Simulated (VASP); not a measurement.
Here is the system:

```
CELL_PARAMETERS angstrom
      3.19039     0.00000     0.00000
      0.00000     3.19039     0.00000
      0.00000     0.00000     3.19039
ATOMIC_POSITIONS crystal
  Zn 0.50000 0.50000 0.50000
  Au 0.00000 0.00000 0.00000
```

Computed with PBEsol GGA, VASP's PBE PAW potentials (set 64) (plane waves; VASP 6.6.1). Run with 520 eV cut-off, 12×12×12 Γ-centred mesh, first-order Methfessel-Paxton smearing of 0.10 eV, potentials Zn Au.

Q: Give the stress tensor in GPa (positive for a compressed cell).

A: 
```
-7.06   0.00   0.00
 0.00  -7.06   0.00
 0.00   0.00  -7.06
```
The pressure is its mean diagonal, -7.06 GPa.

The compound is AuZn in the CsCl type structure. This cell is one point of a volume scan, at 1.06 of the reference volume. The electron count is odd and the run is not spin-polarised, which forces a metal.
